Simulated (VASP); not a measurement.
Given:

```xyz
4
Lattice="3.5427 0.0000 0.0000 -1.7714 3.0681 0.0000 0.0000 0.0000 6.2273" Properties=species:S:1:pos:R:3 pbc="T T T"
Sr     0.0000     0.0000     0.0000
Sr     0.0000     0.0000     3.1136
O      0.0000     2.0454     1.5568
O      1.7714     1.0227     4.6705
```

All values below come from PBEsol GGA, VASP's PBE PAW potentials (set 64) (plane waves; VASP). Numerical set-up: 620 eV cut-off, 7×7×4 Γ-centred mesh, Gaussian smearing of 0.050 eV, potentials Sr_sv O.

Question: Estimate the energy per atom (σ→0).

Answer: 
```yaml
energy per atom (σ→0): -6.170 eV/atom
```

Total energies compare only between runs with the same potentials, cut-off and functional.

The structure was generated: SrO was put into the NiAs type type (P6_3/mmc), which need not be its known phase. It was relaxed first, which changed the volume by -22 %.
